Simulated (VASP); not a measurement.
# Tl: energy against strain

Tl (hcp, P6_3/mmc, 31.353 Å³/atom and stress up to 0.09 GPa in the relaxed cell, c along z) under an equal strain ε along x and y, with z held. PBE in VASP (plane waves, PAW), 480 eV, 18×18×8 Γ-centred mesh, Methfessel-Paxton smearing 0.10 eV; ions are relaxed, or left where forces stay under 0.02 eV/Å, within the symmetry of each cell. Against the start cell, which lies near the measured one, the relaxed cell differs by 9.6 % in volume and 2.2 % in c; the values below rest on it.

Here s stands for strain and y for E less E0.

```
strain (%)  E less E0 (meV/atom)
----------  --------------------
-3.00                          ?
-1.50                       3.12
-1.00                       1.53
-0.50                       0.51
0.00                        0.00
0.50                       -0.02
1.00                        0.46
1.50                        1.47
```

The 7 complete rows are fitted with a parabola, y against s. Least squares gives y = -0.013 - 0.5443·s + 1.0229·s². Residuals (row less fit): 0.015, -0.024, -0.005, 0.013, 0.009, -0.006, -0.002; standard error 0.017 (degrees of freedom: 4). Twice the quadratic coefficient over the volume, 2 × 1.0229 meV × 10⁴ × 0.1602 / 31.353 Å³, is the elastic constants 2(C11 + C12) = about 100 GPa.

Question: What does the fit predict for y at s = -3.00, and how far is the calculated value from it?

Answer: y = -0.013 - 0.5443 × (-3.0) + 1.0229 × (-3.0)² = 10.826 meV/atom. The calculation gives 11.90 meV/atom, 1.074 meV/atom above the prediction (9.0 % of the range of y in the table). The row lies outside the fitted rows, so this is an extrapolation. From the scatter of the fitted rows alone, a prediction at this place has a standard error of 0.064 meV/atom, so the miss is 16.8 times that.

A polynomial of degree 3 through the 12 other runs of the series gives 11.67 there, so most of the miss is curvature that the fit leaves out. In a metal these values are sensitive to mesh and smearing; energies are taken to zero smearing, stresses follow the free energy. Spin-orbit coupling is left out, which can shift these values for the heavy elements here. Rows are the converged runs of the series near zero and its far end, less any whose ions stayed unrelaxed beside relaxed ones; series whose fitted rows scatter by over a few per cent of the range, as at a crossing or softening among them, aren't shown in this form. Most that stay on the fit to the last digits aren't either.
